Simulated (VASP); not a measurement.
Data:

```yaml
crystal:
  lattice:
    - [0.00000, 2.78111, 2.78111]
    - [2.78111, 0.00000, 2.78111]
    - [2.78111, 2.78111, 0.00000]
  atoms:
    - { symbol: Li, position: [0.25000, 0.25000, 0.25000] }
    - { symbol: Li, position: [0.75000, 0.75000, 0.75000] }
    - { symbol: S, position: [0.00000, 0.00000, 0.00000] }
```

These are rev-vdW-DF2, VASP's PBE PAW potentials (set 64) (plane waves; VASP) values and carry that method's errors. Settings: 520 eV cut-off, 7×7×7 Γ-centred mesh, Gaussian smearing of 0.050 eV, potentials Li_sv S.

Task: Predict the energy per atom (σ→0), pressure.

Result: 
```
Quantity                       Result
---------------------  --------------
energy per atom (σ→0)  -3.105 eV/atom
pressure                     2.99 GPa
```

Only differences to runs with the same potentials and settings are physical.

The compound is Li2S in the antifluorite structure. This cell is one point of a volume scan, at 0.94 of the reference volume.
